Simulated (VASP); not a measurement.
```
HfO2
1.0
    0.00000     2.59948     2.50530
    2.56889     0.00000     2.50530
    2.56889     2.59948     0.00000
Hf O
1 2
Cartesian
  0.00000   0.00000   0.00000
  1.28445   1.29974   1.25265
  3.92979   3.89922   3.75795
```

These are PBE GGA, VASP's PBE PAW potentials (set 64) (plane waves; VASP 6.6.1) values and carry that method's errors. Settings: 520 eV cut-off, 4×4×4 Monkhorst-Pack mesh, Gaussian smearing of 0.050 eV, potentials Hf_pv O.

Problem. Which forces act on the atoms, in eV/Å?

Solution. 
```tsv
atom	Fx	Fy	Fz
Hf1	0.145	0.000	0.000
O2	0.591	0.000	0.000
O3	-0.736	0.000	0.000
```

Problem. Give the stress tensor in GPa (positive for a compressed cell).

Solution. 
```
 -7.11    0.00    0.00
  0.00  -13.03    2.00
  0.00    2.00    3.55
```
The pressure is its mean diagonal, -5.53 GPa.

The compound is HfO2 in the fluorite structure, the high-temperature cubic form, which is unstable at 0 K; the monoclinic form is the stable one. The cell was not relaxed at this level, atoms are displaced from their ideal sites. The k-mesh is coarse (spacing up to 0.53 per Å, 2π included), so the numbers may not be converged in it. The run is one of a series of settings (KPOINTS 4×4×4 Monkhorst-Pack mesh against the base run), some of them coarse on purpose.
